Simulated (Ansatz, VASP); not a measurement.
**BeCd: VASP beside Ansatz**

Wanted: the spread between two codes on one cell, functional and k mesh. The cell is generated by rule, not measured, and may not be a known phase. Of the first pair: The two relaxations start from unlike cells of this crystal (the structure described is Ansatz's start), so only their ends are compared.

Method: plane waves, with VASP 6.6.1 beside it; relaxation of cell and atoms at PBEsol and zone-centre phonons at PBEsol, in Ansatz 0.2.0.

The structure was built from a prototype and need not be the compound's stable phase.

## 1. The starting structure

It takes space group Pmma (No. 51, orthorhombic). The conventional cell has a = 4.328 Å, b = 3.061 Å, c = 4.328 Å, α = 90.00°, β = 90.00°, γ = 90.00°. Be has 6 Cd at 2.48 to 2.69 Å and 2 Be at 2.65 Å nearest. Nearest to Cd lie 6 Be at 2.48 to 2.69 Å. Farther neighbours are not listed.

## 2. Ansatz: relaxation of cell and atoms, PBEsol

Ansatz runs on norm-conserving files, of PseudoDojo where its log says so.

The relaxed volume is the usual yardstick between codes: in a stiff, nearly cubic crystal its relative difference is about their pressure difference at one cell divided by the bulk modulus.

Input file input.yaml:

```yaml
crystal:
  lattice:
    - [-3.060635456, 0.0, 0.0]
    - [0.0, -3.060635456, -3.060635456]
    - [0.0, -3.060635456, 3.060635456]
  atoms:
    - { symbol: Be, position: [1.0, 0.5739304544, 0.5] }
    - { symbol: Be, position: [1.0, -0.0739304544, 0.0] }
    - { symbol: Cd, position: [0.5, 0.0259894468, 0.5] }
    - { symbol: Cd, position: [0.5, 0.4740105532, 0.0] }
kpoints:
  mp_grid: { grid: [14, 10, 10] }
hamiltonian:
  xc: pbesol
  pseudopotentials: { kind: nc, accuracy: standard }
scf:
  occupations: { method: methfessel_paxton, width: 0.2 }
output:
  forces: true
  stress: true
  eigenvalues: true
relax:
  adjacent_minimum: "off"
  f_tol: 0.002
  max_steps: 120
  cell: { stress_tol: 0.03 }
```

Started as:

```sh
$ ansatz run input.yaml --threads 4 --pin off --max-ram 7168MiB --backend cpu --events-out ev --progress --plain --runs-dir out
```

Numbers of over 12 decimals in the logs are rounded to 6 here.

The program printed:

```text
Engine: ansatz 0.2.0, aarch64-unknown-linux-gnu
Pseudopotentials: kind: nc
Pseudopotential: Be, nc, valence charge 4, recommended cutoff 1197.300995 eV (normal), Be.nc.azcp (PseudoDojo's, or run here from an input of PseudoDojo's; its table is named by hamiltonian.pseudopotentials.accuracy)
Pseudopotential: Cd, nc, valence charge 20, recommended cutoff 1387.780699 eV (normal), Cd.nc.azcp (PseudoDojo's, or run here from an input of PseudoDojo's; its table is named by hamiltonian.pseudopotentials.accuracy)
Functional definition: PBEsol
  exchange = pbesol_x
  correlation = pbesol_c
Crystal: 4 atoms, lattice volume = 57.341 Å³
Basis set: ecut = 1387.780699 eV, 6755 PW (Γ), exchange–correlation on 80×108×108 points (8 copies of the dense FFT grid, shifted against one another)
Bands: 29, of which v1, the nominal top of the filled ones, is band 24 counted from 1 (23 counted from 0)
Symmetry: 8 space group operations
Space group: Pmma (ITA 51), of the structure as read, at distance tolerance 3.9e-5 Å
k-points: 288 of 1400
Non-local potential: Be, projectors of the file, l = 0: 2, l = 1: 2
Non-local potential: Cd, projectors of the file, l = 0: 2, l = 1: 2, l = 2: 2
Initial density: superposition of atomic densities (chi_scale 0.1, normalization cell, long waves kept (reshape's long-wave potential 0.00 eV rms))
Initial wavefunctions: pseudopotential atomic-orbital guess
Functional: x = pbesol(κ = 0.804, μ = 0.123457), c = pbesol(β = 0.046)
SCF iter   1: F=—  HF=-10289.972648 eV  |F-HF|=—  |Δ(HF+E_count)|=         —  Δρ=5.84e-2  dr2=2.93e0  ethr=3.10e-3  ⟨swp⟩=6.6  Hψ=37474  notcnv=0
preconditioner: auto → Kerker (q_TF=auto, 2.649 Å⁻¹)  [metal: Δε(μ)=0.017 eV  Ē_g=10.307 eV  σ=0.200 eV  W_gap=0.07  n_scr=18 (ndim 8)  ℏωp=25.9 eV  f_vac=0.000  D(μ)=1.10/eV (n_scr^D=4)]
SCF iter   2: F=—  HF=-10289.254761 eV  |F-HF|=—  |Δ(HF+E_count)|=   7.18e-1  S|Δr|=    0.00e0  Δρ=2.77e-2  dr2=6.72e-1  ethr=3.10e-3  ⟨swp⟩=2.0  Hψ=15363  notcnv=0  defer=111
SCF iter   3: F=—  HF=-10289.043963 eV  |F-HF|=—  |Δ(HF+E_count)|=   2.11e-1  S|Δr|=    0.00e0  Δρ=8.98e-3  dr2=8.56e-2  ethr=1.40e-3  ⟨swp⟩=1.8  Hψ=11788  notcnv=0  defer=116
SCF iter   4: F=—  HF=-10289.017424 eV  |F-HF|=—  |Δ(HF+E_count)|=   2.65e-2  S|Δr|=    0.00e0  Δρ=2.41e-3  dr2=2.23e-3  ethr=1.78e-4  ⟨swp⟩=2.3  Hψ=13449  notcnv=0  defer=117
SCF iter   5: F=—  HF=-10289.016667 eV  |F-HF|=—  |Δ(HF+E_count)|=   7.56e-4  S|Δr|=    0.00e0  Δρ=7.14e-4  dr2=1.27e-4  ethr=4.64e-6  ⟨swp⟩=2.0  Hψ=16020  notcnv=0  defer=121
SCF iter   6: F=—  HF=-10289.016627 eV  |F-HF|=—  |Δ(HF+E_count)|=   4.06e-5  S|Δr|=    0.00e0  Δρ=1.44e-4  dr2=1.02e-5  ethr=2.65e-7  ⟨swp⟩=2.5  Hψ=14797  notcnv=0  defer=121
SCF iter   7: F=—  HF=-10289.016834 eV  |F-HF|=—  |Δ(HF+E_count)|=   2.07e-4  S|Δr|=    0.00e0  Δρ=2.45e-5  dr2=3.50e-7  ethr=2.13e-8  ⟨swp⟩=2.4  Hψ=13675  notcnv=0  defer=122
SCF iter   8: F=-10289.016834 eV  HF=-10289.016834 eV  |F-HF|=2.09e-9  |Δ(HF+E_count)|=   1.56e-7  S|Δr|=    0.00e0  Δρ=5.50e-6  dr2=1.23e-8  ethr=2.08e-10  ⟨swp⟩=10.5  Hψ=50748  notcnv=0
SCF 1 converged in 8 iterations: F = -10289.016834 eV  dr2 = 1.23e-8
relax step   1: F+E_penalty+E_count = -10289.01683406 eV  Δ(F+E_penalty+E_count) = +0.000e0 eV  max|allowed force component| = 4.601e-1 eV/Å  Δτ_max = 0.0000 Å  P = +0.941 GPa  Ω = 57.341 Å³  (8 SCF iters, dr2 threshold 1.00e-7 eV, accepted)
[...]
relax step  11: F+E_penalty+E_count = -10289.33568972 eV  Δ(F+E_penalty+E_count) = -5.389e-4 eV  max|allowed force component| = 1.513e-3 eV/Å  Δτ_max = 0.0000 Å  P = +0.001 GPa  Ω = 58.289 Å³  stress off target by 3.08e-2 GPa  SCF on the basis re-selected at this cell (its energy is not comparable with the rows above)  (6 SCF iters)
[...]
relax step  12: F+E_penalty+E_count = -10289.33569246 eV  Δ(F+E_penalty+E_count) = -2.731e-6 eV  max|allowed force component| = 2.601e-4 eV/Å  Δτ_max = 0.0003 Å  P = +0.001 GPa  Ω = 58.291 Å³  energy of the carried Pulay correction = -1.083e-6 eV  (4 SCF iters, dr2 threshold 2.37e-9 eV, accepted)
[...]
relax step  13: F+E_penalty+E_count = -10289.33569415 eV  Δ(F+E_penalty+E_count) = -1.691e-6 eV  max|allowed force component| = 2.596e-4 eV/Å  Δτ_max = 0.0000 Å  P = +0.001 GPa  Ω = 58.291 Å³  stress off target by 3.51e-3 GPa  SCF on the basis re-selected at this cell (its energy is not comparable with the rows above)  (5 SCF iters)
basis re-selected at this cell: Δ(F+E_penalty+E_count) = -1.691e-6 eV, ΔP = +0.000 GPa vs the last step (what re-selecting the basis moved, of the pressure what is left beyond the Pulay correction that the steps carried, after the strain that the cell walked since its last selection, with what the two solves' SCF thresholds leave and, on support functions, any second-order correction that the steps lacked; it is no m [...]
SCF converged after 5 iterations
Stability not checked: this state was not tested for a lower state beside it, because cold or Methfessel-Paxton smearing, or corrected tetrahedra, fill the levels in a way that the test cannot read (fill_not_monotonic; see scf.lower_state_search)
Free energy (F): -10289.335694 eV
Harris-Foulkes:  -10289.335694 eV  (|F-HF|=0.00e0)
Internal energy: -10289.336637 eV  (E = F + TS)
E sigma→0 (E₀):  -10289.335930 eV
Entropy (-TS):   0.000943 eV (0.236 meV/atom)
Fermi energy:    13.882181 eV
--- Per-component energies (eV) ---
  E_band       = -1154.504746
  E_kinetic    = 3799.892653
  E_local      = -9182.522698  (includes V_loc(G=0)·N_el)
  E_nonlocal   = -329.381166
  E_hartree    = 2934.467570
  E_xc         = -1437.884339
  E_vxc        = -1311.428649  (∫ρ·V_xc dr)
  E_ewald      = -6073.908656
  E_smearing   = 0.000943  (= −TS)
  E_closure    = -0.000000  (closes the sum)
  Σ components = -10289.335694   (vs F -10289.335694, Δ=0.00e0)
--- Forces (eV/Å), atoms counted from 1 ---
  atom   1  Be     0.00000000     0.00010532     0.00010532
  atom   2  Be    -0.00000000    -0.00010532    -0.00010532
  atom   3  Cd    -0.00000000     0.00025961     0.00025961
  atom   4  Cd     0.00000000    -0.00025961    -0.00025961
  max |Σ_I F_I| component: 0.00e0 eV/Å
--- Stress (GPa, compression-positive) ---
       -0.001371       0.000000       0.000000
        0.000000       0.001829       0.001682
        0.000000       0.001682       0.001829
  P = ⅓ Tr σ = 0.0008 GPa (0.008 kbar)
--- Band table (eV; the first three rows and the last of 288) ---
  k-point 0: bands = [... 20 lower, 5.0059, 9.7556, 10.3649, 11.1725, 15.4503, 17.1738, 17.9877, 18.7962, ... 1 higher]
  k-point 1: bands = [... 20 lower, 4.9572, 9.8655, 10.0795, 10.9939, 16.0579, 16.6277, 17.8988, 18.0980, ... 1 higher]
  k-point 2: bands = [... 20 lower, 4.8396, 9.1651, 10.1693, 10.9525, 15.6460, 16.5984, 17.4603, 18.4205, ... 1 higher]
  k-point 287: bands = [... 20 lower, 10.6711, 10.6711, 10.8979, 10.8979, 13.4417, 13.4417, 14.4620, 14.4620, ... 1 higher]
--- Relaxed structure (10 steps of the walk, 10 accepted, 3 SCFs on fresh bases) ---
  F+E_penalty+E_count = -10289.33569415 eV   max|allowed force component| = 2.596e-4 eV/Å   (the final SCF, on the basis selected at the relaxed cell)
  cell:  # Å, volume = 58.2912 Å³
    - [-2.925952, 0, 0]
    - [0, -3.489040, -3.489040]
    - [0, -2.854959, 2.854959]
  atoms:
    - { symbol: Be, position: [1.0, 0.613639, 0.500000] }
    - { symbol: Be, position: [1.0, -0.113639, 0.0] }
    - { symbol: Cd, position: [0.5, 0.048677, 0.5] }
    - { symbol: Cd, position: [0.5, 0.451323, 0.0] }
```

## 3. VASP: relaxation of cell and atoms, PBEsol

Its own start cell and the same functional, mesh and smearing now go to VASP, with its own data sets.

Lines of VASP's logs that name or quote its potential files are left out, and so is its time.

Input file INCAR:

```
SYSTEM = BeCd
PREC = Accurate
ENCUT = 600
EDIFF = 1E-07
NELM = 120
ISMEAR = 1
SIGMA = 0.2
LREAL = .FALSE.
ALGO = Normal
GGA = PS
NBANDS = 20
LORBIT = 11
LWAVE = .FALSE.
LCHARG = .FALSE.
ISIF = 3
IBRION = 2
NSW = 80
EDIFFG = -0.005
LASPH = .TRUE.
GGA_COMPAT = .FALSE.
NELMIN = 4
KPAR = 2
```

Input file POSCAR:

```
BeCd
1.0
   -2.9288401680      0.0000000000      0.0000000000
    0.0000000000     -3.4912821376     -3.4912821376
    0.0000000000     -2.8574298860      2.8574298860
Be Cd
2 2
Direct
    0.0000000000      0.6133676852      0.5000001634
    0.0000000000      0.8866324781      0.0000000000
    0.5000001634      0.0482904508      0.5000001634
    0.5000001634      0.4517097125      0.0000000000
```

Input file KPOINTS:

```
Automatic mesh
0
Gamma
14 10 10
0 0 0
```

Potentials, in the order of the species: Be and Cd (PBE family, release 64).

Started as:

```sh
$ mpirun -np 2 vasp_std
```

The program printed:

```text
[banner, memory and clock lines left out]
running    2 mpi-ranks, on    1 nodes
 distrk:  each k-point on    1 cores,    2 groups
 distr:  one band on    1 cores,    1 groups

 POSCAR found type information on POSCAR BeCd
 POSCAR found :  2 types and       4 ions
|                                                                             |
|               ----> ADVICE to this user running VASP <----                  |
|                                                                             |
|     You enforced a specific xc type in the INCAR file but a different       |
|     [... a line on the potential file left out ...]
|     I HOPE YOU KNOW WHAT YOU ARE DOING!                                     |
|                                                                             |

 LDA part: xc-table for (Slater+PW92), standard interpolation
 POSCAR, INCAR and KPOINTS ok, starting setup
 FFT: planning ... GRIDC
 FFT: planning ... GRID_SOFT
 FFT: planning ... GRID
 WAVECAR not read
 entering main loop
       N       E                     dE             d eps       ncg     rms          rms(c)
DAV:   1     0.193848623478E+03    0.19385E+03   -0.15207E+04 11520   0.150E+03
DAV:   2    -0.439824189553E+01   -0.19825E+03   -0.19111E+03 11904   0.358E+02
DAV:   3    -0.987986402060E+01   -0.54816E+01   -0.54395E+01 14036   0.665E+01
DAV:   4    -0.990409831141E+01   -0.24234E-01   -0.24217E-01 12616   0.397E+00
DAV:   5    -0.990422639666E+01   -0.12809E-03   -0.12807E-03 13636   0.282E-01    0.773E+00
DAV:   6    -0.892460067433E+01    0.97963E+00   -0.28011E+00 14252   0.210E+01    0.624E+00
DAV:   7    -0.889796372256E+01    0.26637E-01   -0.26384E-01 13104   0.360E+00    0.333E+00
DAV:   8    -0.888705271055E+01    0.10911E-01   -0.18453E-02 12488   0.157E+00    0.235E-01
DAV:   9    -0.888652583948E+01    0.52687E-03   -0.19188E-03 13920   0.535E-01    0.561E-02
DAV:  10    -0.888649383755E+01    0.32002E-04   -0.18426E-04 12716   0.129E-01    0.400E-02
DAV:  11    -0.888649299270E+01    0.84485E-06   -0.15582E-05 13352   0.276E-02    0.549E-03
DAV:  12    -0.888649224953E+01    0.74317E-06   -0.31682E-06 12860   0.156E-02    0.573E-03
DAV:  13    -0.888649212220E+01    0.12733E-06   -0.21676E-07  9856   0.544E-03    0.868E-04
DAV:  14    -0.888649209555E+01    0.26654E-07   -0.79603E-09  6508   0.736E-04
   1 F= -.88864921E+01 E0= -.88868079E+01  d E =-.888649E+01
 curvature:   0.00 expect dE= 0.000E+00 dE for cont linesearch  0.000E+00
 trial: gam= 0.00000 g(F)=  0.262E-05 g(S)=  0.192E-04 ort = 0.000E+00 (trialstep = 0.100E+01)
 search vector abs. value=  0.218E-04
 bond charge predicted
       N       E                     dE             d eps       ncg     rms          rms(c)
DAV:   1    -0.888670739801E+01   -0.21528E-03   -0.48788E-03 12340   0.789E-01    0.104E-01
DAV:   2    -0.888651325704E+01    0.19414E-03   -0.59755E-04 12716   0.335E-01    0.351E-02
DAV:   3    -0.888650445143E+01    0.88056E-05   -0.26010E-05 12668   0.477E-02    0.282E-02
DAV:   4    -0.888650352219E+01    0.92925E-06   -0.53232E-06 12316   0.185E-02    0.348E-03
DAV:   5    -0.888650334826E+01    0.17393E-06   -0.69947E-07 12468   0.102E-02    0.138E-03
DAV:   6    -0.888650342375E+01   -0.75490E-07   -0.57528E-08  6148   0.212E-03
   2 F= -.88865034E+01 E0= -.88868170E+01  d E =-.113282E-04
 trial-energy change:   -0.000011  1 .order   -0.000011   -0.000022   -0.000000
 step:   1.0176(harm=  1.0176)  dis= 0.00016  next Energy=    -8.886503 (dE=-0.111E-04)
 reached required accuracy - stopping structural energy minimisation
```

From OUTCAR (step 3):

```text
ion  position               nearest neighbor table
   1  0.000  0.613  0.500-   3 2.60   3 2.60   4 2.62   4 2.62   4 2.62   4 2.62
   2  0.000  0.887  0.000-   4 2.60   4 2.60   3 2.62   3 2.62   3 2.62   3 2.62
   3  0.500  0.048  0.500-   1 2.60   1 2.60   2 2.62   2 2.62   2 2.62   2 2.62   4 2.84   4 2.84
                             4 3.57   4 3.57
   4  0.500  0.452  0.000-   2 2.60   2 2.60   1 2.62   1 2.62   1 2.62   1 2.62   3 2.84   3 2.84
                             3 3.57   3 3.57

  LATTYP: Found a simple orthorhombic cell.
 ALAT       =     2.9288401680
 B/A-ratio  =     1.3797325448
 C/A-ratio  =     1.6857931010

 Subroutine GETGRP returns: Found  8 space group operations
 (whereof  4 operations were pure point group operations)

The static configuration has the point symmetry C_2v.
 The point group associated with its full space group is D_2h.

 Found    288 irreducible k-points:

   k-points           NKPTS =    288   k-points in BZ     NKDIM =    288   number of bands    NBANDS=     20

   dimension x,y,z NGX =    24 NGY =   40 NGZ =   32
   dimension x,y,z NGXF=    48 NGYF=   80 NGZF=   64

   ENCUT  =  600.0 eV  44.10 Ry    6.64 a.u.   5.85  9.86  8.07*2*pi/ulx,y,z

   NELECT =      28.0000    total number of electrons

 k-points in reciprocal lattice and weights: Automatic mesh
   0.00000000  0.00000000  0.00000000       0.001
   0.07142857  0.00000000  0.00000000       0.001
   0.14285714  0.00000000  0.00000000       0.001
   0.21428571  0.00000000  0.00000000       0.001
   0.28571429  0.00000000  0.00000000       0.001
   0.35714286  0.00000000  0.00000000       0.001
   0.42857143  0.00000000  0.00000000       0.001
   0.50000000  0.00000000  0.00000000       0.001
   0.00000000  0.10000000  0.00000000       0.001
[...]
0.42857143  0.50000000  0.50000000       0.001
   0.50000000  0.50000000  0.50000000       0.001

 average (electrostatic) potential at core
       1 -36.4332       2 -36.4332       3 -38.1112       4 -38.1112

 E-fermi :   4.6114

 k-point     1 :       0.0000    0.0000    0.0000
  band No.  band energies     occupation
    ...
     10      -4.4559      2.00000
     11      -4.2751      2.00000
     12       0.4890      2.00000
     13       1.0963      2.00000
     14       1.9137      2.00000
     15       6.1690     -0.00000
     16       7.9219     -0.00000
     17       8.7515      0.00000
     18       9.5758      0.00000
     19      10.8018      0.00000
    ...

 k-point     2 :       0.0714    0.0000    0.0000
  band No.  band energies     occupation
    ...
     10      -4.4884      2.00000
     11      -4.2684      2.00000
     12       0.6202      2.00000
     13       1.1693      2.00000
     14       2.0475      2.00000
     15       6.2037     -0.00000
     16       8.0446     -0.00000
     17       8.1013     -0.00000
     18       9.6251      0.00000
     19      10.8346      0.00000
    ...

 k-point     3 :       0.1429    0.0000    0.0000
  band No.  band energies     occupation
    ...
     10      -4.5761      2.00000
     11      -4.2544      2.00000
     12       0.9961      2.00000
     13       1.3882      2.00000
     14       2.4321      2.00000
     15       6.3086     -0.00000
     16       6.7053     -0.00000
     17       8.4045     -0.00000
     18       9.7096      0.00000
     19      10.7811      0.00000
    ...

  Total        0.0032665      0.0019532      0.0019532      0.0000000      0.0027225     -0.0000000
  in kB        0.0896295      0.0535926      0.0535926      0.0000000      0.0747029     -0.0000000
  external PRESSURE =       0.0656049 kB  Pullay stress =       0.0000000 kB

  energy-cutoff  :      600.00
  volume of cell :       58.39
      direct lattice vectors                 reciprocal lattice vectors
    -2.928341956  0.000000000 -0.000000000    -0.341490173  0.000000000 -0.000000000
     0.000000000 -3.490519014 -3.490519014     0.000000000 -0.143245173 -0.143245173
    -0.000000000 -2.856305168  2.856305168    -0.000000000 -0.175051324  0.175051324

 POSITION                                       TOTAL-FORCE (eV/Angst)
 -----------------------------------------------------------------------------------
      0.00000     -3.56921     -0.71291         0.000000     -0.001495     -0.001495
      0.00000     -3.09472     -3.09472        -0.000000      0.001495      0.001495
     -1.46417     -1.59687      1.25944         0.000000     -0.001826     -0.001826
     -1.46417     -1.57655     -1.57655        -0.000000      0.001826      0.001826
 -----------------------------------------------------------------------------------
    total drift:                                0.000283      0.000034     -0.000232

  FREE ENERGIE OF THE ION-ELECTRON SYSTEM (eV)
  ---------------------------------------------------
  free  energy   TOTEN  =        -8.8865034238 eV

  energy  without entropy=       -8.8874440667  energy(sigma->0) =       -8.88681697

 reached required accuracy - stopping structural energy minimisation

 total charge
# of ion       s       p       d       tot
------------------------------------------
    1        0.353   0.534   0.000   0.888
    2        0.353   0.534   0.000   0.888
    3        0.522   0.466   9.453  10.440
    4        0.522   0.466   9.453  10.440
--------------------------------------------------
tot          1.750   2.000  18.906  22.656

[... 3 further parts left out ...]
```

## 4. Differences

Known differences besides the potentials themselves: the data sets hold 48 valence electrons in Ansatz (on norm-conserving files, of PseudoDojo where its log says so) and 28 in VASP; the cutoff is 1387.78 eV in Ansatz and 600 eV in VASP; Ansatz adds a Pulay correction to the stress that steers its cell, VASP none. Total energies have different zeros and are not compared.

The two programs side by side:

```csv
quantity,Ansatz,VASP,difference
volume (Å³),58.29,58.39,-0.17 %
"edge a after relaxation, in the typed setting (Å)",2.926,2.928,-0.08 %
"edge b after relaxation, in the typed setting (Å)",4.934,4.936,-0.04 %
"edge c after relaxation, in the typed setting (Å)",4.037,4.039,-0.05 %
```

(Part 1 of 2 ends here.)

[Lines on the potential files, build, host, timing and source positions are cut from VASP's logs without a mark.]

[Logs are printed without paths, hosts, clocks, repeated set-up lines and the standing remarks that a program may print on its own settings, such as how far it seeks lower states.]

[Hosts, paths, dates, database ids (printed as entryN), source tags and the programs' standing remarks are cut or masked in the printed files.]
